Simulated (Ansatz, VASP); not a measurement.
**Sr4Li8Al14Si10O49 (glassy 40SiO2-28Al2O3-16Li2O-16SrO (mol %)): VASP beside Ansatz**

Aim: how closely do two programs agree when they are given the same cell, functional and k mesh? Of the first pair: The structure shown is the start of the Ansatz relaxation below; VASP solves that cell, so the two are compared at the walk's first step.

Main program and level: Ansatz 0.2.0; plane waves, with VASP 6.6.1 beside it; single point at PBEsol.

### 1. Starting point

The cell holds 85 atoms: 10 Si, 14 Al, 8 Li, 4 Sr and 49 O. Its edges and angles: a = 9.775 Å, b = 9.775 Å, c = 9.775 Å, α = 90.0°, β = 90.0°, γ = 90.0°. As first built, before any earlier steps moved the atoms (in the runner's words): 85 atoms (10 Si, 14 Al, 8 Li, 4 Sr, 49 O) placed at random at 3.29 g/cm^3, melted at 4000 K for 10 ps at fixed volume with the Morse and Coulomb pair potential with partial charges (Pedone, Malavasi, Menziani, Cormack and Segre, J. Phys. Chem. B 110, 11780 (2006)). Quenched from 4000 K to 300 K at 6 K/ps and fixed volume, held 5 ps, then minimised at fixed cell.

### 2. Ansatz: relaxation, PBEsol

Ansatz runs on its default PAW (the set named soft_2) files.

The two programs are compared at the cell with which this relaxation starts, whose forces are those of its first step.

input.yaml reads:

```yaml
crystal:
  lattice:
    - [9.7755, 0.0, 0.0]
    - [0.0, 9.7755, 0.0]
    - [0.0, 0.0, 9.7755]
  atoms:
    - { symbol: Si, position: [0.03164, 0.89203, 0.39529] }
    - { symbol: Si, position: [0.84581, 0.77564, 0.01527] }
    - { symbol: Si, position: [0.9884, 0.2582, 0.17285] }
    - { symbol: Si, position: [0.50831, 0.12704, 0.33796] }
    - { symbol: Si, position: [0.96114, 0.16831, 0.77031] }
    - { symbol: Si, position: [0.73486, 0.05985, 0.11333] }
    - { symbol: Si, position: [0.58634, 0.57688, 0.61688] }
    - { symbol: Si, position: [0.49987, 0.95882, 0.95236] }
    - { symbol: Si, position: [0.36872, 0.24214, 0.69051] }
    - { symbol: Si, position: [0.44944, 0.68501, 0.08405] }
    - { symbol: Al, position: [0.55561, 0.39328, 0.16048] }
    - { symbol: Al, position: [0.65156, 0.12605, 0.61048] }
    - { symbol: Al, position: [0.65753, 0.32124, 0.83152] }
    - { symbol: Al, position: [0.28231, 0.23677, 0.18056] }
    - { symbol: Al, position: [0.16931, 0.70995, 0.95451] }
    - { symbol: Al, position: [0.99708, 0.60937, 0.56934] }
    - { symbol: Al, position: [0.33974, 0.4473, 0.93838] }
    - { symbol: Al, position: [0.80206, 0.46858, 0.07169] }
    - { symbol: Al, position: [0.30816, 0.91984, 0.20684] }
    - { symbol: Al, position: [0.90276, 0.17118, 0.46259] }
    - { symbol: Al, position: [0.74684, 0.4087, 0.41414] }
    - { symbol: Al, position: [0.03302, 0.44534, 0.88269] }
    - { symbol: Al, position: [0.77941, 0.82928, 0.69819] }
    - { symbol: Al, position: [0.07815, 0.87998, 0.71026] }
    - { symbol: Li, position: [0.03806, 0.97648, 0.10406] }
    - { symbol: Li, position: [0.39549, 0.72933, 0.78972] }
    - { symbol: Li, position: [0.13892, 0.36448, 0.45021] }
    - { symbol: Li, position: [0.85062, 0.44767, 0.70106] }
    - { symbol: Li, position: [0.2072, 0.10794, 0.9171] }
    - { symbol: Li, position: [0.18313, 0.12323, 0.55244] }
    - { symbol: Li, position: [0.67916, 0.60404, 0.88108] }
    - { symbol: Li, position: [0.24424, 0.53328, 0.66049] }
    - { symbol: Sr, position: [0.367, 0.51193, 0.40075] }
    - { symbol: Sr, position: [0.68596, 0.76829, 0.33668] }
    - { symbol: Sr, position: [0.07969, 0.5956, 0.2384] }
    - { symbol: Sr, position: [0.38052, 0.87428, 0.5739] }
    - { symbol: O, position: [0.12281, 0.92006, 0.53496] }
    - { symbol: O, position: [0.53881, 0.21934, 0.72104] }
    - { symbol: O, position: [0.33861, 0.36833, 0.78822] }
    - { symbol: O, position: [0.94763, 0.76564, 0.66076] }
    - { symbol: O, position: [0.85153, 0.17206, 0.11736] }
    - { symbol: O, position: [0.81939, 0.91786, 0.09931] }
    - { symbol: O, position: [0.75602, 0.99188, 0.63952] }
    - { symbol: O, position: [0.5132, 0.28289, 0.2923] }
    - { symbol: O, position: [0.3832, 0.326, 0.05945] }
    - { symbol: O, position: [0.42048, 0.82616, 0.31165] }
    - { symbol: O, position: [0.17818, 0.52951, 0.95637] }
    - { symbol: O, position: [0.21686, 0.37566, 0.26172] }
    - { symbol: O, position: [0.00074, 0.01174, 0.80621] }
    - { symbol: O, position: [0.35586, 0.09201, 0.27519] }
    - { symbol: O, position: [0.43034, 0.6175, 0.6308] }
    - { symbol: O, position: [0.28824, 0.10811, 0.7285] }
    - { symbol: O, position: [0.13828, 0.90059, 0.26743] }
    - { symbol: O, position: [0.67069, 0.71678, 0.61327] }
    - { symbol: O, position: [0.5358, 0.81913, 0.05403] }
    - { symbol: O, position: [0.49584, 0.90256, 0.80676] }
    - { symbol: O, position: [0.63468, 0.06077, 0.24591] }
    - { symbol: O, position: [0.64137, 0.47335, 0.73055] }
    - { symbol: O, position: [0.73471, 0.41918, 0.238] }
    - { symbol: O, position: [0.35707, 0.9987, 0.02732] }
    - { symbol: O, position: [0.28935, 0.73734, 0.09061] }
    - { symbol: O, position: [0.31892, 0.28504, 0.5425] }
    - { symbol: O, position: [0.05022, 0.26815, 0.86334] }
    - { symbol: O, position: [0.9967, 0.18702, 0.60993] }
    - { symbol: O, position: [0.92533, 0.01531, 0.38862] }
    - { symbol: O, position: [0.60695, 0.50462, 0.47253] }
    - { symbol: O, position: [0.62239, 0.06464, 0.99006] }
    - { symbol: O, position: [0.78294, 0.65038, 0.0996] }
    - { symbol: O, position: [0.97111, 0.40392, 0.10364] }
    - { symbol: O, position: [0.86028, 0.49776, 0.8993] }
    - { symbol: O, position: [0.15112, 0.60198, 0.48479] }
    - { symbol: O, position: [0.00931, 0.75589, 0.01075] }
    - { symbol: O, position: [0.52538, 0.07547, 0.48828] }
    - { symbol: O, position: [0.77509, 0.78924, 0.87148] }
    - { symbol: O, position: [0.74147, 0.24075, 0.49339] }
    - { symbol: O, position: [0.9704, 0.27088, 0.33462] }
    - { symbol: O, position: [0.19879, 0.78796, 0.80223] }
    - { symbol: O, position: [0.87265, 0.4968, 0.50446] }
    - { symbol: O, position: [0.49323, 0.56523, 0.18074] }
    - { symbol: O, position: [0.04958, 0.50877, 0.71582] }
    - { symbol: O, position: [0.94393, 0.7578, 0.38129] }
    - { symbol: O, position: [0.80513, 0.22855, 0.78718] }
    - { symbol: O, position: [0.11928, 0.16756, 0.12871] }
    - { symbol: O, position: [0.64557, 0.37765, 0.00068] }
    - { symbol: O, position: [0.44242, 0.59849, 0.93941] }
kpoints:
  mp_grid: { grid: [1, 1, 1] }
hamiltonian:
  xc: pbesol
scf:
  occupations: { method: fixed }
output:
  forces: true
relax:
  f_tol: 0.05
  max_steps: 150
  cell: {}
```

Run with:

```sh
$ ansatz run input.yaml --threads 4 --pin off --max-ram 8192MiB --backend cpu --events-out ev --progress --plain --runs-dir out
```

Numbers of over 12 decimals in the logs are rounded to 6 here.

The log of the run:

```text
Engine: ansatz 0.2.0, x86_64-unknown-linux-gnu
Pseudopotentials: kind: paw
Pseudopotential: Si, paw, valence charge 4, recommended cutoff 420 eV (normal), Si.paw.azcp
Pseudopotential: Al, paw, valence charge 3, recommended cutoff 420 eV (normal), Al.paw.azcp
Pseudopotential: Li, paw, valence charge 3, recommended cutoff 420 eV (normal), Li.paw.azcp
Pseudopotential: Sr, paw, valence charge 10, recommended cutoff 420 eV (normal), Sr.paw.azcp
Pseudopotential: O, paw, valence charge 6, recommended cutoff 420 eV (normal), O.paw.azcp
Functional definition: PBEsol
  exchange = pbesol_x
  correlation = pbesol_c
Crystal: 85 atoms, lattice volume = 934.151 Å³
Basis set: ecut = 420 eV, 18277 PW (Γ), exchange–correlation on 144×144×144 points (8 copies of the dense FFT grid, shifted against one another)
Bands: 305, of which v1, the nominal top of the filled ones, is band 220 counted from 1 (219 counted from 0)
Symmetry: 1 space group operations
Space group: P1 (ITA 1), of the structure as read, at distance tolerance 9.8e-5 Å
k-points: 1
Non-local potential: Si, projectors of the file, l = 0: 2, l = 1: 2, l = 2: 2
Non-local potential: Al, projectors of the file, l = 0: 2, l = 1: 2, l = 2: 1
Non-local potential: Li, projectors of the file, l = 0: 3, l = 1: 2, l = 2: 1
Non-local potential: Sr, projectors of the file, l = 0: 3, l = 1: 2, l = 2: 2
Non-local potential: O, projectors of the file, l = 0: 2, l = 1: 2, l = 2: 1
PAW form: soft (Blöchl's): semilocal exchange-correlation on the pseudo side does not see the compensation charge
PAW frozen core: Si, regenerated for the run's functional, and the local potential with it (the file was generated under x = pbe(κ = 0.804, μ = 0.219515), c = pbe(β = 0.066725))
PAW frozen core: Al, regenerated for the run's functional, and the local potential with it (the file was generated under x = pbe(κ = 0.804, μ = 0.219515), c = pbe(β = 0.066725))
PAW frozen core: Sr, regenerated for the run's functional, and the local potential with it (the file was generated under x = pbe(κ = 0.804, μ = 0.219515), c = pbe(β = 0.066725))
PAW frozen core: O, regenerated for the run's functional, and the local potential with it (the file was generated under x = pbe(κ = 0.804, μ = 0.219515), c = pbe(β = 0.066725))
PAW one-centre angular grid: Si, 110 points (default); XC on 64 Gauss nodes
PAW one-centre angular grid: Al, 110 points (default); XC on 64 Gauss nodes
PAW one-centre angular grid: Li, 110 points (default); XC on 64 Gauss nodes
PAW one-centre angular grid: Sr, 110 points (default); XC on 64 Gauss nodes
PAW one-centre angular grid: O, 110 points (default); XC on 64 Gauss nodes
Initial density: superposition of atomic densities (neutral atoms: chi_scale 0, normalization atom), corrected by the library's trained network
Initial wavefunctions: pseudopotential atomic-orbital guess
Functional: x = pbesol(κ = 0.804, μ = 0.123457), c = pbesol(β = 0.046)
SCF iter   1: F=—  HF=-56741.764364 eV  |F-HF|=—  |Δ(HF+E_count)|=         —  Δρ=1.28e-2  dr2=1.23e0  ethr=1.77e-3  ⟨swp⟩=7.0  Hψ=1062  notcnv=0  defer=82
preconditioner: auto → Resta (q_TF=auto, 2.407 Å⁻¹)  ε∞=3.4  [insulator: Δε(μ)=3.619 eV  Ē_g=16.016 eV  n_scr=250 (ndim 8)  ℏωp=24.8 eV  f_vac=0.018  ε∞_Penn≈3.4]
SCF iter   2: F=—  HF=-56741.420959 eV  |F-HF|=—  |Δ(HF+E_count)|=   3.43e-1  Δρ=2.17e-3  dr2=2.78e-2  ethr=2.79e-4  ⟨swp⟩=3.0  Hψ=463  notcnv=0  defer=83
SCF iter   3: F=—  HF=-56741.419304 eV  |F-HF|=—  |Δ(HF+E_count)|=   1.66e-3  Δρ=1.02e-3  dr2=9.67e-3  ethr=6.31e-6  ⟨swp⟩=3.0  Hψ=395  notcnv=0  defer=64
automatic band count: iteration 3 solves 286 bands in place of 305: the levels show a gap, and the empty bands left out lie too high to hold charge; the band table lists the bands solved (type scf.n_extra_bands for more)
SCF iter   4: F=—  HF=-56741.419881 eV  |F-HF|=—  |Δ(HF+E_count)|=   5.77e-4  Δρ=7.57e-4  dr2=4.68e-3  ethr=2.20e-6  ⟨swp⟩=3.0  Hψ=395  notcnv=0  defer=64
SCF iter   5: F=—  HF=-56741.419009 eV  |F-HF|=—  |Δ(HF+E_count)|=   8.72e-4  Δρ=1.34e-4  dr2=1.98e-4  ethr=1.06e-6  ⟨swp⟩=3.0  Hψ=395  notcnv=0  defer=64
SCF iter   6: F=—  HF=-56741.419006 eV  |F-HF|=—  |Δ(HF+E_count)|=   3.78e-6  Δρ=6.73e-5  dr2=3.80e-5  ethr=4.49e-8  ⟨swp⟩=2.0  Hψ=432  notcnv=0  defer=64
SCF iter   7: F=—  HF=-56741.420070 eV  |F-HF|=—  |Δ(HF+E_count)|=   1.06e-3  Δρ=1.83e-5  dr2=3.00e-6  ethr=8.64e-9  ⟨swp⟩=3.0  Hψ=507  notcnv=0  defer=64
SCF iter   8: F=—  HF=-56741.420071 eV  |F-HF|=—  |Δ(HF+E_count)|=   1.30e-6  Δρ=6.67e-6  dr2=4.13e-7  ethr=6.81e-10  ⟨swp⟩=2.0  Hψ=386  notcnv=0  defer=64
SCF iter   9: F=—  HF=-56741.420072 eV  |F-HF|=—  |Δ(HF+E_count)|=   1.83e-7  Δρ=3.58e-6  dr2=1.03e-7  ethr=2.27e-11  ⟨swp⟩=5.0  Hψ=903  notcnv=0
[...]
atom  65  O     -0.01297996    -0.00419908    -0.00378087
  atom  66  O      0.00325147    -0.00416932     0.01269674
  atom  67  O      0.00185567    -0.00033141     0.01330868
  atom  68  O      0.00376904    -0.00744545     0.00387796
  atom  69  O     -0.00064409    -0.01012661     0.00767720
  atom  70  O      0.00017959     0.00302935     0.00189173
  atom  71  O     -0.02125300     0.01098568     0.01798774
  atom  72  O      0.00123960     0.00840282    -0.00025176
  atom  73  O      0.00572288     0.00095925     0.00577705
  atom  74  O      0.00400783     0.00411929    -0.00424818
  atom  75  O     -0.00089795    -0.00253758     0.00100899
  atom  76  O      0.00758891    -0.00547887     0.00113441
  atom  77  O     -0.00021186    -0.00168686     0.00007350
  atom  78  O     -0.00451896    -0.00088843    -0.00464196
  atom  79  O     -0.00079945     0.00099387    -0.00040307
  atom  80  O     -0.00328371     0.00745592     0.01114680
  atom  81  O     -0.00778314     0.00477610     0.00309571
  atom  82  O     -0.00234543     0.01024793    -0.00197935
  atom  83  O     -0.01617494     0.00210371     0.00382239
  atom  84  O      0.00327241     0.00360261     0.00013237
  atom  85  O     -0.00417767     0.01096760    -0.00343048
  max |Σ_I F_I| component: 1.18e-5 eV/Å
--- Stress (GPa, compression-positive) ---
       -0.013933       0.007273      -0.011989
        0.007276      -0.012888      -0.005221
       -0.011994      -0.005212      -0.005993
  P = ⅓ Tr σ = -0.0109 GPa (-0.109 kbar)
--- Relaxed structure (32 steps of the walk, 28 accepted, 2 SCFs on fresh bases) ---
  F+E_penalty+E_count = -56745.85759912 eV   max|allowed force component| = 2.626e-2 eV/Å   (the final SCF, on the basis selected at the relaxed cell)
  cell:  # Å, volume = 957.6828 Å³
    - [9.763510, 0.088670, -0.170757]
    - [0.088670, 9.842843, -0.011820]
    - [-0.170757, -0.011820, 9.969222]
  atoms:
    - { symbol: Si, position: [0.042954, 0.888643, 0.406043] }
    - { symbol: Si, position: [0.846590, 0.773059, 0.021090] }
    - { symbol: Si, position: [0.979756, 0.243733, 0.175051] }
    - { symbol: Si, position: [0.510517, 0.134269, 0.342157] }
    - { symbol: Si, position: [0.955950, 0.165326, 0.759044] }
    - { symbol: Si, position: [0.723949, 0.047304, 0.123656] }
    - { symbol: Si, position: [0.592094, 0.608923, 0.605123] }
    - { symbol: Si, position: [0.488719, 0.931464, 0.972503] }
    - { symbol: Si, position: [0.370952, 0.260426, 0.692460] }
    - { symbol: Si, position: [0.434891, 0.671659, 0.088531] }
    - { symbol: Al, position: [0.544233, 0.385286, 0.151241] }
    - { symbol: Al, position: [0.659211, 0.162825, 0.619677] }
    - { symbol: Al, position: [0.686725, 0.374278, 0.824887] }
    - { symbol: Al, position: [0.271002, 0.243550, 0.193185] }
    - { symbol: Al, position: [0.168632, 0.709988, 0.962778] }
    - { symbol: Al, position: [0.994581, 0.616882, 0.545672] }
    - { symbol: Al, position: [0.317473, 0.442048, 0.949256] }
    - { symbol: Al, position: [0.792762, 0.463302, 0.071172] }
    - { symbol: Al, position: [0.317834, 0.912855, 0.223074] }
    - { symbol: Al, position: [0.895118, 0.154943, 0.457417] }
    - { symbol: Al, position: [0.738757, 0.420257, 0.400961] }
    - { symbol: Al, position: [0.019198, 0.434701, 0.867433] }
    - { symbol: Al, position: [0.775481, 0.851703, 0.701132] }
    - { symbol: Al, position: [0.075097, 0.869775, 0.710037] }
    - { symbol: Li, position: [0.034582, 0.968351, 0.123769] }
    - { symbol: Li, position: [0.396553, 0.711400, 0.795140] }
    - { symbol: Li, position: [0.126400, 0.362720, 0.441794] }
    - { symbol: Li, position: [0.897393, 0.383157, 0.615247] }
    - { symbol: Li, position: [0.219304, 0.100191, 0.896330] }
    - { symbol: Li, position: [0.186430, 0.133068, 0.578369] }
    - { symbol: Li, position: [0.841240, 0.608660, 0.774643] }
    - { symbol: Li, position: [0.217612, 0.500243, 0.656514] }
    - { symbol: Sr, position: [0.371405, 0.503343, 0.410269] }
    - { symbol: Sr, position: [0.677162, 0.771534, 0.324607] }
    - { symbol: Sr, position: [0.065025, 0.582021, 0.242904] }
    - { symbol: Sr, position: [0.407013, 0.895301, 0.582430] }
    - { symbol: O, position: [0.136334, 0.919711, 0.547805] }
    - { symbol: O, position: [0.544869, 0.267488, 0.717995] }
    - { symbol: O, position: [0.313240, 0.381199, 0.790031] }
    - { symbol: O, position: [0.935852, 0.763801, 0.661181] }
    - { symbol: O, position: [0.845281, 0.156178, 0.112799] }
    - { symbol: O, position: [0.808468, 0.900930, 0.124348] }
    - { symbol: O, position: [0.758756, 1.015362, 0.642542] }
    - { symbol: O, position: [0.509189, 0.294731, 0.303965] }
    - { symbol: O, position: [0.376648, 0.322355, 0.069667] }
    - { symbol: O, position: [0.435969, 0.835621, 0.336677] }
    - { symbol: O, position: [0.150200, 0.525822, 0.962830] }
    - { symbol: O, position: [0.207791, 0.383563, 0.274512] }
    - { symbol: O, position: [0.0043662, 0.00997277, 0.798875] }
    - { symbol: O, position: [0.355479, 0.096260, 0.278810] }
    - { symbol: O, position: [0.430970, 0.632586, 0.627152] }
    - { symbol: O, position: [0.312379, 0.111969, 0.727580] }
    - { symbol: O, position: [0.142688, 0.905539, 0.278177] }
    - { symbol: O, position: [0.660332, 0.760181, 0.594333] }
    - { symbol: O, position: [0.540534, 0.797044, 0.072327] }
    - { symbol: O, position: [0.483490, 0.881553, 0.821246] }
    - { symbol: O, position: [0.639836, 0.056385, 0.263768] }
    - { symbol: O, position: [0.676309, 0.514635, 0.712770] }
    - { symbol: O, position: [0.718722, 0.413611, 0.226586] }
    - { symbol: O, position: [0.345641, 0.977620, 0.045073] }
[...]
- { symbol: O, position: [0.885554, 0.497398, 0.463684] }
    - { symbol: O, position: [0.488291, 0.557934, 0.193212] }
    - { symbol: O, position: [0.014829, 0.508979, 0.705569] }
    - { symbol: O, position: [0.966960, 0.743126, 0.401184] }
    - { symbol: O, position: [0.798498, 0.238158, 0.760640] }
    - { symbol: O, position: [0.117333, 0.160659, 0.126997] }
    - { symbol: O, position: [0.631846, 0.387447, -0.00634875] }
    - { symbol: O, position: [0.407478, 0.596441, 0.944105] }
```

Reading the cycles: dr2 is the Hartree energy of the density residual (eV), the measure of convergence; HF is the Harris–Foulkes estimate of the energy, which meets the free energy F at convergence.

(Part 1 of 3 ends here.)

[Lines on the potential files, build, host, timing and source positions are cut from VASP's logs without a mark.]

[Logs are printed without paths, hosts, clocks, repeated set-up lines and the standing remarks that a program may print on its own settings, such as how far it seeks lower states.]

[Hosts, paths, dates, database ids (printed as entryN), source tags and the programs' standing remarks are cut or masked in the printed files.]
